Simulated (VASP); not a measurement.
```yaml
crystal:
  lattice:
    - [2.86813, 0.00000, 0.00000]
    - [0.00000, 2.86813, 0.00000]
    - [0.00000, 0.00000, 2.86813]
  atoms:
    - { symbol: Al, position: [0.50000, 0.50000, 0.50000] }
    - { symbol: Fe, position: [0.00000, 0.00000, 0.00000] }
```

Level of theory: r2SCAN meta-GGA, VASP's PBE PAW potentials (set 64) (plane waves; VASP). Numerical set-up: 520 eV cut-off, 13×13×13 Γ-centred mesh, first-order Methfessel-Paxton smearing of 0.10 eV, potentials Al Fe.

**Question.** Give the stress tensor in GPa (positive for a compressed cell).

**Answer.** 
```
-5.13   0.00   0.00
 0.00  -5.13   0.00
 0.00   0.00  -5.13
```
The pressure is its mean diagonal, -5.13 GPa.

The compound is FeAl in the CsCl type structure. This cell is one point of a volume scan, at 1.03 of the reference volume. The run is not spin-polarised, so no magnetic state was tried. The electron count is odd and the run is not spin-polarised, which forces a metal.
